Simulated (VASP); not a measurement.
Computed with PBE GGA, VASP's PBE PAW potentials (set 64) (plane waves; VASP 6.6.1).

The input files of a VASP run:

### POSCAR
```
CdSe
1.0
  4.3111200000   0.0000000000   0.0000000000
 -2.1555600000   3.7335390000   0.0000000000
  0.0000000000   0.0000000000   7.0408800000
Cd Se
2 2
Cart
 -0.0000021556   2.4890272445   0.0000000000
  2.1555621556   1.2445117555   3.5204400000
 -0.0000021556   2.4890272445   2.6403300000
  2.1555621556   1.2445117555   6.1607700000
```

### KPOINTS
```
Automatic mesh
0
gamma
  7 7 4
```

**INCAR**
```
# general
SYSTEM  = CdSe
PREC    = Accurate
ENCUT   = 400
LREAL   = F
LASPH   = T

# electronic loop
EDIFF   = 1E-6
NELM    = 100
ALGO    = Normal
LMAXMIX = 4

# smearing
ISMEAR  = 0
SIGMA   = 0.05

# functional
GGA     = PE

# ions
IBRION  = 2
NSW     = 60
ISIF    = 3
EDIFFG  = -0.01

# output
LWAVE   = F
LCHARG  = F
```

POTCAR, in this order: Cd Se (PBE.64 set). Program: vasp_std.

The resulting files:

File OUTCAR:
```
 ion  position               nearest neighbor table
   1  0.333  0.667  0.000-   4 2.64   4 2.64   4 2.64   3 2.64
   2  0.667  0.333  0.500-   3 2.64   3 2.64   3 2.64   4 2.64
   3  0.333  0.667  0.375-   2 2.64   2 2.64   2 2.64   1 2.64
   4  0.667  0.333  0.875-   1 2.64   1 2.64   1 2.64   2 2.64
  LATTYP: Found a hexagonal cell.
 ALAT       =     4.3111200000
 C/A-ratio  =     1.6331904470
 Subroutine PRICEL returns:
 Original cell was already a primitive cell.
 Subroutine GETGRP returns: Found 12 space group operations
The static configuration has the point symmetry C_3v.
 The point group associated with its full space group is C_6v.
The dynamic configuration has the point symmetry C_3v.
 Subroutine INISYM returns: Found 12 space group operations
 Subroutine IBZKPT returns following result:
 Found     24 irreducible k-points:

 Following reciprocal coordinates:
            Coordinates               Weight
  0.000000  0.000000  0.000000      1.000000
  0.142857 -0.000000  0.000000      6.000000
  0.285714  0.000000  0.000000      6.000000
  0.428571  0.000000  0.000000      6.000000
  0.142857  0.142857  0.000000      6.000000
  0.285714  0.142857  0.000000     12.000000
  0.428571  0.142857  0.000000      6.000000
  0.285714  0.285714  0.000000      6.000000
  0.000000  0.000000  0.250000      2.000000
  0.142857 -0.000000  0.250000     12.000000
  0.285714  0.000000  0.250000     12.000000
  0.428571  0.000000  0.250000     12.000000
  0.142857  0.142857  0.250000     12.000000
  0.285714  0.142857  0.250000     24.000000
  0.428571  0.142857  0.250000     12.000000
  0.285714  0.285714  0.250000     12.000000
  0.000000  0.000000  0.500000      1.000000
  0.142857 -0.000000  0.500000      6.000000
  0.285714  0.000000  0.500000      6.000000
  0.428571  0.000000  0.500000      6.000000
...
```

File OSZICAR:
```
       N       E                     dE             d eps       ncg     rms          rms(c)
DAV:   1     0.207527379018E+03    0.20753E+03   -0.15143E+04  1056   0.120E+03
DAV:   2    -0.111066631758E+01   -0.20864E+03   -0.20438E+03  1200   0.317E+02
DAV:   3    -0.116102580446E+02   -0.10500E+02   -0.10474E+02  1272   0.728E+01
DAV:   4    -0.116904786317E+02   -0.80221E-01   -0.80200E-01  1176   0.618E+00
DAV:   5    -0.116911808895E+02   -0.70226E-03   -0.70223E-03  1278   0.524E-01    0.911E+00
DAV:   6    -0.109717313650E+02    0.71945E+00   -0.16277E+00  1268   0.128E+01    0.705E+00
DAV:   7    -0.109394076882E+02    0.32324E-01   -0.62722E-01  1200   0.439E+00    0.258E+00
DAV:   8    -0.109362898540E+02    0.31178E-02   -0.74973E-02  1086   0.302E+00    0.397E-01
DAV:   9    -0.109362144954E+02    0.75359E-04   -0.10334E-02  1194   0.131E+00    0.139E-01
DAV:  10    -0.109363118060E+02   -0.97311E-04   -0.10726E-03  1194   0.409E-01    0.771E-02
DAV:  11    -0.109364156028E+02   -0.10380E-03   -0.22768E-04  1146   0.101E-01    0.197E-02
DAV:  12    -0.109364073826E+02    0.82202E-05   -0.81537E-05  1372   0.100E-01    0.930E-03
DAV:  13    -0.109364095210E+02   -0.21385E-05   -0.14412E-05  1128   0.355E-02    0.517E-03
DAV:  14    -0.109364096278E+02   -0.10676E-06   -0.68656E-07   858   0.402E-03
   1 F= -.10936410E+02 E0= -.10936410E+02  d E =-.109364E+02
       N       E                     dE             d eps       ncg     rms          rms(c)
DAV:   1    -0.121308057251E+02   -0.11944E+01   -0.26677E+01  1110   0.569E+01    0.937E+00
DAV:   2    -0.111149250287E+02    0.10159E+01   -0.25854E+00  1062   0.206E+01    0.312E+00
DAV:   3    -0.109973083025E+02    0.11762E+00   -0.28087E-01  1158   0.469E+00    0.286E+00
DAV:   4    -0.109722546194E+02    0.25054E-01   -0.33753E-02  1068   0.113E+00    0.683E-01
DAV:   5    -0.109701331496E+02    0.21215E-02   -0.68840E-03  1254   0.833E-01    0.971E-02
DAV:   6    -0.109702292182E+02   -0.96069E-04   -0.76407E-04  1080   0.231E-01    0.497E-02
DAV:   7    -0.109702584895E+02   -0.29271E-04   -0.37497E-05  1140   0.391E-02    0.745E-03
DAV:   8    -0.109702595265E+02   -0.10370E-05   -0.44323E-06  1218   0.250E-02    0.339E-03
DAV:   9    -0.109702608415E+02   -0.13149E-05   -0.18958E-06   918   0.758E-03    0.220E-03
DAV:  10    -0.109702608208E+02    0.20688E-07   -0.82575E-08   648   0.295E-03
   2 F= -.10970261E+02 E0= -.10970261E+02  d E =-.338512E-01
       N       E                     dE             d eps       ncg     rms          rms(c)
DAV:   1    -0.110457663218E+02   -0.75505E-01   -0.15834E+00  1116   0.133E+01    0.195E+00
DAV:   2    -0.109812963662E+02    0.64470E-01   -0.18062E-01  1074   0.531E+00    0.617E-01
DAV:   3    -0.109747797849E+02    0.65166E-02   -0.20261E-02  1110   0.118E+00    0.556E-01
DAV:   4    -0.109739968060E+02    0.78298E-03   -0.14352E-03  1074   0.283E-01    0.854E-02
DAV:   5    -0.109738906422E+02    0.10616E-03   -0.60191E-04  1254   0.282E-01    0.430E-02
DAV:   6    -0.109739016202E+02   -0.10978E-04   -0.60576E-05  1098   0.704E-02    0.135E-02
DAV:   7    -0.109739011005E+02    0.51966E-06   -0.66234E-07   768   0.623E-03
   3 F= -.10973901E+02 E0= -.10973901E+02  d E =-.374915E-01
```

### OUTCAR
```
------------------------ aborting loop because EDIFF is reached ----------------------------------------
  FORCE on cell =-STRESS in cart. coord.  units (eV):
  Direction    XX          YY          ZZ          XY          YZ          ZX
  --------------------------------------------------------------------------------------
  Total       -0.0087017     -0.0087017     -0.0123838      0.0000000      0.0000000      0.0000000
  in kB       -0.1175520     -0.1175520     -0.1672937      0.0000000      0.0000000      0.0000000
  external PRESSURE =      -0.1341326 kB  Pullay stress =       0.0000000 kB
  volume of cell :      118.60
      direct lattice vectors                 reciprocal lattice vectors
     4.375811394  0.000000000  0.000000000     0.228529045  0.131941322  0.000000000
    -2.187905697  3.789563371 -0.000000000     0.000000000  0.263882643  0.000000000
     0.000000000  0.000000000  7.152128631     0.000000000  0.000000000  0.139818514
  FREE ENERGIE OF THE ION-ELECTRON SYSTEM (eV)
  ---------------------------------------------------
  free  energy   TOTEN  =       -10.9739011005 eV

  energy  without entropy=      -10.9739011005  energy(sigma->0) =      -10.97390110

 reached required accuracy - stopping structural energy minimisation
```
(Selected blocks of OUTCAR.)

File CONTCAR:
```
CdSe
   1.00000000000000
     4.3758113940742502    0.0000000000000000    0.0000000000000000
    -2.1879056970371251    3.7895633709226813   -0.0000000000000000
     0.0000000000000000    0.0000000000000000    7.1521286313225909
  Cd              Se
     2     2
Direct
     0.3333330000000032    0.6666669999999968    0.9999192036943750
     0.6666669999999968    0.3333330000000032    0.4999192036943751
     0.3333330000000032    0.6666669999999968    0.3750807963056249
     0.6666669999999968    0.3333330000000032    0.8750807963056250
```

OUTCAR:
```
 val. band max:        0.5470367796   @ k =   0.0000   0.0000   0.0000

 cond. band min:       1.0900938894   @ k =   0.0000   0.0000   0.0000


 Fermi energy:         0.7836352773

 k-point     1 :       0.0000    0.0000    0.0000
  band No.  band energies     occupation
      1     -11.7751      2.00000
      2     -11.4433      2.00000
      3      -7.2208      2.00000
      4      -7.2134      2.00000
      5      -7.2134      2.00000
      6      -7.1542      2.00000
      7      -7.1542      2.00000
      8      -6.9299      2.00000
      9      -6.9299      2.00000
     10      -6.8779      2.00000
     11      -6.8779      2.00000
     12      -6.6448      2.00000
     13      -3.5520      2.00000
     14      -0.1454      2.00000
     15      -0.1454      2.00000
     16       0.4964      2.00000
     17       0.5470      2.00000
     18       0.5470      2.00000
     19       1.0901      0.00000
     20       2.7021      0.00000
     21       6.4017      0.00000
     22       6.4017      0.00000

 k-point     2 :       0.1429   -0.0000    0.0000
  band No.  band energies     occupation
      1     -11.7204      2.00000
      2     -11.4184      2.00000
      3      -7.2041      2.00000
      4      -7.1947      2.00000
      5      -7.1690      2.00000
      6      -7.1299      2.00000
      7      -7.1286      2.00000
      8      -6.9394      2.00000
      9      -6.9297      2.00000
     10      -6.8934      2.00000
     11      -6.8741      2.00000
     12      -6.6126      2.00000
     13      -3.4413      2.00000
     14      -0.9175      2.00000
     15      -0.6027      2.00000
     16      -0.3673      2.00000
     17       0.3610      2.00000
     18       0.4158      2.00000
     19       2.2026      0.00000
     20       3.4502      0.00000
     21       5.8803      0.00000
     22       6.6685      0.00000

 k-point     3 :       0.2857    0.0000    0.0000
  band No.  band energies     occupation
      1     -11.5898      2.00000
...
```

Energy and stress use the plane-wave basis of the starting cell.

The structure was generated: CdSe was put into the wurtzite type (P6_3mc), which need not be its known phase. This run relaxes it. Symmetry was kept, so distortions that lower it aren't found.
